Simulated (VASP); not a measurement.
VASP input:

**POSCAR**
```
SnSe2
1
    1.8845139533    -3.2640748145    -0.0000000000
    1.8845139533     3.2640748145     0.0000000000
   -0.0000000000    -0.0000000000     5.4196154504
Sn Se
1 2
Direct
  0.0000000000   0.0000000000   1.0000000000
  0.3333330000   0.6666670000   0.2903565655
  0.6666670000   0.3333330000   0.7096434345
```

**INCAR**
```
NSW = 40   # most ionic steps
ISIF = 3
SIGMA = 0.1
PSTRESS = 100
PREC = Accurate
EDIFF = 1E-6   # SCF stop (eV)
LCHARG = .FALSE.
LMAXMIX = 4
NELM = 100
IBRION = 2
ENCUT = 500   # plane-wave cut-off (eV)
LWAVE = .FALSE.
SYSTEM = SnSe2
LASPH = .TRUE.
EDIFFG = -0.02
LREAL = .FALSE.   # projection in real space or not
ALGO = Normal
ISMEAR = 1   # Methfessel-Paxton
```

KPOINTS:
```
K-points
0
G
  9 9 6
0 0 0
```

POTCAR, in this order: Sn_d Se (LDA.64 set). Program: vasp_std.

Translate this LDA calculation to Quantum ESPRESSO's pw.x.

One equivalent input (not run):
```
&CONTROL
  calculation = 'vc-relax'
  pseudo_dir = './pseudo'
  outdir = './out'
  tprnfor = .true.
  tstress = .true.
  nstep = 40
  forc_conv_thr = 0.00078
/
&SYSTEM
  ibrav = 0
  nat = 3
  ntyp = 2
  ecutwfc = 86
  occupations = 'smearing'
  smearing = 'methfessel-paxton'
  degauss = 0.00735
  input_dft = 'pz'
/
&ELECTRONS
  conv_thr = 7.3e-08
  electron_maxstep = 100
/
&IONS
/
&CELL
  press = 100
/
ATOMIC_SPECIES
  Sn 118.710 Sn.upf
  Se 78.971 Se.upf
CELL_PARAMETERS angstrom
     1.8845140   -3.2640748   -0.0000000
     1.8845140    3.2640748    0.0000000
    -0.0000000   -0.0000000    5.4196155
ATOMIC_POSITIONS crystal
  Sn   0.0000000  0.0000000  1.0000000
  Se   0.3333330  0.6666670  0.2903566
  Se   0.6666670  0.3333330  0.7096434
K_POINTS automatic
  9 9 6 0 0 0
```
What does not carry over: the potentials are each code's own (VASP's PAW set, PseudoDojo norm-conserving files in pw.x), so ENCUT and ecutwfc are chosen apart and not converted; conv_thr bounds pw.x's estimated SCF error, while EDIFF bounds the energy change between steps; forc_conv_thr acts on force components and is met together with etot_conv_thr.

The compound is SnSe2 in the 1T layered structure. This run relaxes it under an external pressure of 10 GPa. Symmetry was kept, so distortions that lower it aren't found.
